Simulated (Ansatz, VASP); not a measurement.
# SiGe in two plane-wave programs, part 3 of 3

Wanted: the spread between two codes on one cell, functional and k mesh. The cell is generated by rule, not measured, and may not be a known phase. The cell is taken from a series of runs on this material, whose earlier steps may have relaxed, scaled, displaced or heated it; both programs get it as it stands.

VASP 6.6.1 and Ansatz 0.2.0.

So far: Starting point; Ansatz: relaxation of cell and atoms, LDA, pair 1; VASP: relaxation of cell and atoms, LDA, pair 1; Differences.

## Step 5: VASP: relaxation of cell and atoms, LDA, pair 2

Level of this step: LDA; plane waves and PAW (Si, Ge_d); invented cell (VASP).

The relaxed volume is the usual yardstick between codes: in a stiff, nearly cubic crystal its relative difference is about their pressure difference at one cell divided by the bulk modulus. This pair takes another cell of the material, with 16 atoms against 14 for the pair before.

Input file INCAR:

```
SYSTEM = SiGe
PREC = Accurate
ENCUT = 500
EDIFF = 1E-07
NELM = 120
ISMEAR = 0
SIGMA = 0.02
LREAL = .FALSE.
ALGO = Normal
GGA = CA
NBANDS = 89
LORBIT = 11
LWAVE = .FALSE.
LCHARG = .FALSE.
ISIF = 3
IBRION = 2
NSW = 80
EDIFFG = -0.005
LASPH = .TRUE.
GGA_COMPAT = .FALSE.
NELMIN = 4
KPAR = 4
```

Input file POSCAR:

```
SiGe
1.0
    3.8937880000      0.0000000000      0.0000000000
    0.0000000000      3.8946980000      0.0000000000
    0.0000000000      0.0000000000     22.0159050000
Si Ge
8 8
Direct
    0.0000000000      0.0000000000      0.0077300933
    0.5000000000      0.0000000000      0.0678633470
    0.5000000000      0.5000000000      0.1282367906
    0.0000000000      0.5000000000      0.1885869329
    0.0000000000      0.0000000000      0.2489130926
    0.5000000000      0.0000000000      0.3092631895
    0.5000000000      0.5000000000      0.3696366332
    0.0000000000      0.5000000000      0.4297698868
    0.0000000000      0.0000000000      0.4920415036
    0.5000000000      0.0000000000      0.5569637042
    0.5000000000      0.5000000000      0.6216286816
    0.0000000000      0.5000000000      0.6863759632
    0.0000000000      0.0000000000      0.7511239715
    0.5000000000      0.0000000000      0.8158712985
    0.5000000000      0.5000000000      0.8805362759
    0.0000000000      0.5000000000      0.9454584765
```

Input file KPOINTS:

```
Automatic mesh
0
Gamma
8 8 2
0 0 0
```

The projector-augmented-wave data sets are Si and Ge_d (LDA family, release 64).

Started as:

```sh
mpirun -np 4 vasp_std
```

Numbers of over 12 decimals in the logs are rounded to 6 here.

The log of the run:

```text
[banner, memory and clock lines left out]
running    4 mpi-ranks, on    1 nodes
[...]
LDA part: xc-table for (Slater(with rela. corr.)+CA(PZ))
 , standard interpolation
 POSCAR, INCAR and KPOINTS ok, starting setup
[...]
entering main loop
       N       E                     dE             d eps       ncg     rms          rms(c)
DAV:   1     0.186385456313E+04    0.18639E+04   -0.59547E+04 11681   0.340E+03
DAV:   2     0.306814543770E+03   -0.15570E+04   -0.14837E+04  8900   0.107E+03
DAV:   3    -0.530118588094E+02   -0.35983E+03   -0.34067E+03  9515   0.248E+02
DAV:   4    -0.894498420227E+02   -0.36438E+02   -0.35577E+02 10690   0.871E+01
[...]
DAV:  15    -0.890908164588E+02   -0.17125E-05   -0.18136E-05  9936   0.299E-02    0.204E-03
DAV:  16    -0.890908165222E+02   -0.63363E-07   -0.24542E-06  9144   0.310E-02    0.128E-03
DAV:  17    -0.890908165272E+02   -0.50713E-08   -0.25387E-07  7352   0.117E-02
   1 F= -.89090817E+02 E0= -.89090797E+02  d E =-.890908E+02
[... from here on, the cycles between the ionic steps are left out ...]
   2 F= -.89090848E+02 E0= -.89090832E+02  d E =-.318061E-04
   3 F= -.89090887E+02 E0= -.89090870E+02  d E =-.705506E-04
   4 F= -.89090896E+02 E0= -.89090878E+02  d E =-.869722E-05
 trial-energy change:   -0.000009  1 .order   -0.000009   -0.000011   -0.000007
 step:   2.6360(harm=  2.6360)  dis= 0.00103  next Energy=   -89.090902 (dE=-0.153E-04)
 reached required accuracy - stopping structural energy minimisation
```

From OUTCAR (step 5):

```text
  Total        0.0001027      0.0009344      0.0092780      0.0000000      0.0000000      0.0000000
  in kB        0.0004923      0.0044800      0.0444848      0.0000000      0.0000000      0.0000000
  external PRESSURE =       0.0164857 kB  Pullay stress =       0.0000000 kB

 POSITION                                       TOTAL-FORCE (eV/Angst)
 -----------------------------------------------------------------------------------
      0.00000      0.00000      0.17071         0.000000      0.000000      0.004388
      1.94730      0.00000      1.49471         0.000000      0.000000      0.003010
      1.94730      1.94789      2.82428         0.000000      0.000000      0.000487
      0.00000      1.94789      4.15345         0.000000      0.000000      0.000397
      0.00000      0.00000      5.48205         0.000000      0.000000     -0.000397
      1.94730      0.00000      6.81122         0.000000      0.000000     -0.000487
      1.94730      1.94789      8.14079         0.000000      0.000000     -0.003010
      0.00000      1.94789      9.46479         0.000000      0.000000     -0.004388
      0.00000      0.00000     10.83611         0.000000      0.000000     -0.004673
      1.94730      0.00000     12.26654         0.000000      0.000000     -0.002808
      1.94730      1.94789     13.69070         0.000000      0.000000     -0.001025
      0.00000      1.94789     15.11679         0.000000      0.000000      0.000040
      0.00000      0.00000     16.54271         0.000000      0.000000     -0.000040
      1.94730      0.00000     17.96880         0.000000      0.000000      0.001025
      1.94730      1.94789     19.39297         0.000000      0.000000      0.002808
      0.00000      1.94789     20.82339         0.000000      0.000000      0.004673
 -----------------------------------------------------------------------------------
    total drift:                                0.000000      0.000000     -0.000587

  FREE ENERGIE OF THE ION-ELECTRON SYSTEM (eV)
  ---------------------------------------------------
  free  energy   TOTEN  =       -89.0908957751 eV

  energy  without entropy=      -89.0908597220  energy(sigma->0) =      -89.09087775

[... 1 part as in an earlier step ...]

[... 3 further parts left out ...]
[key lines of the parts left out:]
E-fermi :   5.5514
```

The run keeps the 8 symmetry operations of its start, so it cannot find a distortion of lower symmetry.

## Step 6: Ansatz: relaxation of cell and atoms, LDA, pair 2

The same cell, functional (in two slightly different forms), mesh and smearing now go to Ansatz, which takes its cutoff from its data sets.

The cell is taken from a series of runs on this material, whose earlier steps may have relaxed, scaled, displaced or heated it; both programs get it as it stands.

Input file input.yaml:

```yaml
crystal:
  lattice:
    - [3.8937876673, 0.0, 0.0]
    - [0.0, 3.8946984127, 0.0]
    - [0.0, 0.0, 22.0159045533]
  atoms:
    - { symbol: Si, position: [0.0, 0.0, 0.007730114] }
    - { symbol: Si, position: [0.5, 0.0, 0.0678633398] }
    - { symbol: Si, position: [0.5, 0.5, 0.1282368099] }
    - { symbol: Si, position: [0.0, 0.5, 0.1885869216] }
    - { symbol: Si, position: [0.0, 0.0, 0.2489130784] }
    - { symbol: Si, position: [0.5, 0.0, 0.3092631901] }
    - { symbol: Si, position: [0.5, 0.5, 0.3696366602] }
    - { symbol: Si, position: [0.0, 0.5, 0.429769886] }
    - { symbol: Ge, position: [0.0, 0.0, 0.4920415238] }
    - { symbol: Ge, position: [0.5, 0.0, 0.5569636928] }
    - { symbol: Ge, position: [0.5, 0.5, 0.6216286745] }
    - { symbol: Ge, position: [0.0, 0.5, 0.6863759986] }
    - { symbol: Ge, position: [0.0, 0.0, 0.7511240014] }
    - { symbol: Ge, position: [0.5, 0.0, 0.8158713255] }
    - { symbol: Ge, position: [0.5, 0.5, 0.8805363072] }
    - { symbol: Ge, position: [0.0, 0.5, 0.9454584762] }
kpoints:
  mp_grid: { grid: [8, 8, 2] }
hamiltonian:
  xc: lda
  pseudopotentials: { kind: paw, azcp: { folder: soft_1 }, xc_functional: pbe }
scf:
  occupations: { method: gaussian, width: 0.02 }
output:
  forces: true
  stress: true
  eigenvalues: true
relax:
  adjacent_minimum: "off"
  f_tol: 0.001
  max_steps: 60
  cell: { stress_tol: 0.01 }
```

Started as:

```sh
ansatz run input.yaml --threads 8 --pin off --max-ram 20480MiB --backend cpu --events-out ev --progress --plain --runs-dir out
```

The log of the run:

```text
[...]
Crystal: 16 atoms, lattice volume = 333.874 Å³
Basis set: ecut = 420 eV, 6593 PW (Γ)
Bands: 88, of which v1, the nominal top of the filled ones, is band 72 counted from 1 (71 counted from 0)
Symmetry: 8 space group operations
[...]
k-points: 50 of 128
[...]
- { symbol: Si, position: [0.5, 0.5, 0.369631] }
    - { symbol: Si, position: [0, 0.5, 0.429770] }
    - { symbol: Ge, position: [0, 0, 0.492039] }
    - { symbol: Ge, position: [0.5, 0, 0.556971] }
    - { symbol: Ge, position: [0.5, 0.5, 0.621626] }
    - { symbol: Ge, position: [0, 0.5, 0.686381] }
    - { symbol: Ge, position: [0, 0, 0.751119] }
    - { symbol: Ge, position: [0.5, 0, 0.815874] }
    - { symbol: Ge, position: [0.5, 0.5, 0.880529] }
    - { symbol: Ge, position: [0, 0.5, 0.945461] }
[key lines of the parts left out:]
SCF converged after 7 iterations
Free energy (F): -38594.866415 eV
Fermi energy:    7.591660 eV
P = ⅓ Tr σ = -0.0006 GPa (-0.006 kbar)
```

## Step 7: Differences

Compared:

```csv
quantity,Ansatz,VASP,difference
volume (Å³),333.86,334.16,-0.09 %
"edge a after relaxation, in the typed setting (Å)",3.893,3.895,-0.04 %
"edge b after relaxation, in the typed setting (Å)",3.895,3.896,-0.03 %
"edge c after relaxation, in the typed setting (Å)",22.020,22.024,-0.02 %
```

## Step 8: Outcome

* difference in volume (relaxation of cell and atoms, LDA, pair 1): -0.066 %
* difference in volume (relaxation of cell and atoms, LDA, pair 2): -0.089 %

In words: The difference in volume is -0.089 % (relaxation of cell and atoms, LDA, pair 2), within the 1.2 % picked in this series as the mark of a large difference, as far as the stopping tolerances let one tell. 1 further run of this series is not shown here. How closely two codes agree says nothing of how well the functional describes the real material.

[Lines on the potential files, build, host, timing and source positions are cut from VASP's logs without a mark.]

[Logs are printed without paths, hosts, clocks, repeated set-up lines and the standing remarks that a program may print on its own settings, such as how far it seeks lower states.]

[Hosts, paths, dates, database ids (printed as entryN), source tags and the programs' standing remarks are cut or masked in the printed files.]
